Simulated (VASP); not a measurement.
Here is the system:

```
CELL_PARAMETERS angstrom
     -1.66166     1.66166     1.66166
      1.66166    -1.66166     1.66166
      1.66166     1.66166    -1.66166
ATOMIC_POSITIONS crystal
  Ta 0.00000 0.00000 0.00000
```

These are PW91 GGA, VASP's PBE PAW potentials (set 64) (plane waves; VASP) values and carry that method's errors. Settings: 520 eV cut-off, 14×14×14 Γ-centred mesh, first-order Methfessel-Paxton smearing of 0.10 eV, potentials Ta_pv.

Unless said otherwise, spin-orbit coupling is left out, though it shifts the bands of the heavy elements here.

Question: Predict the energy per atom (σ→0), band gap (on the k-mesh) with the smallest direct gap where there is one.

Answer: 
```json
{
  "band gap (on the k-mesh)": "none (metal, semimetal or under 0.01 eV)",
  "energy per atom (σ→0)": "-1132.7 kJ/mol of atoms"
}
```

The absolute energy has meaning only against runs of the same code, potentials and settings.

The compound is Ta in the bcc structure. It was relaxed first. The start is the result of an earlier pass.
